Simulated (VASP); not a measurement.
A cell of LiCl (rock salt) near equilibrium:

```
CELL_PARAMETERS angstrom
      0.00000     2.54580     2.54580
      2.54580     0.00000     2.54580
      2.54580     2.54580     0.00000
ATOMIC_POSITIONS crystal
  Li 0.00000 0.00000 0.00000
  Cl 0.50000 0.50000 0.50000
```

These are r2SCAN meta-GGA, VASP's PBE PAW potentials (set 64) (plane waves; VASP) values and carry that method's errors.

```
run               ΔE (meV/atom)    σxx    σyy    σzz  largest shear component, with its sign (GPa)  gap (eV)
----------------  -------------  -----  -----  -----  --------------------------------------------  --------
as it is                    0.0  -0.09  -0.09  -0.09                                          0.00      7.44
after one change            0.3   0.15   0.58   0.15                                          0.00      7.50
```
Stress is in GPa, positive when the cell is compressed; gaps are those on the k-mesh, and 0.00 means metallic.

**Question.** What was changed between the two runs?
(A) shear strain γ_xz = -1.5 %
(B) uniaxial strain of -1.0 % along y
(C) biaxial strain of +0.5 % in the xz plane

**Answer.** B, uniaxial strain of -1.0 % along y

The compound is LiCl in the rock salt structure.
